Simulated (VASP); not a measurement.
## Sn2PbSe3 (space group P-3m1): computed properties

Computed with r2SCAN meta-GGA, VASP's PBE PAW potentials (set 64) (plane waves; VASP 6.6.1).

```
Property                                                                                             Result
---------------------------------------------  ------------------------------------------------------------
space group                                                                                     P-3m1 (164)
cell                                           a = b = 4.2803 Å, c = 10.5092 Å, α = β = 90.00°, γ = 120.00°
volume per atom                                                                               27.79 Å³/atom
band gap (over mesh and band path)                                                                  0.10 eV
smallest direct gap (over mesh and band path)                                                       0.10 eV
band-edge character                                                                          direct, A to A
density                                                                                          6.79 g/cm³
```

```yaml
crystal:
  lattice:
    - [4.28031, 0.00000, 0.00000]
    - [-2.14016, 3.70686, 0.00000]
    - [0.00000, 0.00000, 10.50922]
  atoms:
    - { symbol: Sn, position: [0.33333, 0.66667, 0.66364] }
    - { symbol: Sn, position: [0.66667, 0.33333, 0.33636] }
    - { symbol: Pb, position: [0.00000, 0.00000, 0.00000] }
    - { symbol: Se, position: [0.33333, 0.66667, 0.17384] }
    - { symbol: Se, position: [0.66667, 0.33333, 0.82616] }
    - { symbol: Se, position: [0.00000, 0.00000, 0.50000] }
```

Unless said otherwise, spin-orbit coupling is left out, though it shifts the bands of the heavy elements here.

The structure comes from a computed database's Sn2PbSe3 entry (P-3m1); how it stands against other phases isn't given here. It was relaxed first. Symmetry was kept, so distortions that lower it aren't found.
